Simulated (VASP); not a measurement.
Given:

```
CELL_PARAMETERS angstrom
     -1.58000     1.58000     1.58000
      1.58000    -1.58000     1.58000
      1.58000     1.58000    -1.58000
ATOMIC_POSITIONS crystal
  W  0.00000 0.00000 0.00000
```

Method: revPBE GGA, VASP's PBE PAW potentials (set 64) (plane waves; VASP). Numerical set-up: 520 eV cut-off, 15×15×15 Γ-centred mesh, first-order Methfessel-Paxton smearing of 0.10 eV, potentials W_sv.

Energy and stress use the plane-wave basis of the starting cell.

Task: The ions, cell shape and volume are relaxed. Which structure does the run end with?

Result: 
```
CELL_PARAMETERS angstrom
     -1.59754     1.59754     1.59754
      1.59754    -1.59754     1.59754
      1.59754     1.59754    -1.59754
ATOMIC_POSITIONS crystal
  W  0.00000 0.00000 0.00000
```
Space group Im-3m (229), at a tolerance of 0.03 Å.

Task: How do energy and volume change from the first to the last step?

Result: The energy (σ→0) changes by -17.1 meV/atom and the volume by +3.4 %, in 4 ionic steps.

The compound is W in the bcc structure. This run relaxes it. Symmetry was kept, so distortions that lower it aren't found.
